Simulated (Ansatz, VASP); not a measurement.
Two plane-wave programs on LiSi16 (a cell with a defect)

```xyz
17
Lattice="0.0000 5.4300 5.4300 5.4300 0.0000 5.4300 5.4300 5.4300 0.0000" Properties=species:S:1:pos:R:3 pbc="T T T"
Si   -0.0132    0.0125   -0.0139
Si    1.3562    1.3406    1.3553
Si    2.7430    2.6863   -0.0319
Si    4.0887    4.0730    1.3553
Si    2.7256    0.0128    2.7249
Si    4.0713    1.3581    4.0706
Si    5.4166    2.7037    2.7248
Si    6.7858    4.0735    4.0525
Si   -0.0309    2.6865    2.7420
Si    1.3561    4.0731    4.0879
Si    2.7427    5.4601    2.7419
Si    4.0704    6.7886    4.0694
Si    2.7255    2.7038    5.4159
Si    4.0533    4.0736    6.7850
Si    5.3984    5.4608    5.3976
Si    6.7856    6.8060    6.7849
Li    1.3553    4.0737    1.3542
```

Alike in both runs: functional PBE; k mesh 2 × 2 × 2; occupations gaussian, width 0.05 eV; collinear spin.

Ansatz relaxed the structure, and its values are those at the end. VASP's run is a single point on that final structure, the one shown.

```csv
,VASP,Ansatz
version,VASP 6.6.1,Ansatz 0.2.0
potentials or method,"VASP PAW PBE potentials, release 64 (Si, Li_sv)","scalar-relativistic, plane waves, PAW"
plane-wave cutoff (eV),520,420
valence electrons in the cell,67,67
```

Ansatz gave:

| Quantity | Value |
| --- | --- |
| rms of the force components (eV/Å) | 0.006 |
| net moment per atom (μB) | 0.00 |

Question: Which values does VASP return?

Answer: rms of the force components (eV/Å): 0.007; net moment per atom (μB): 0.00.

The functional is the same, so the differences come from potentials, cutoffs and numerics. Ansatz warned: «seeded_moment_not_kept».

Caveats: the k mesh is coarse (spacing up to 0.50 Å⁻¹), so the values aren't converged.
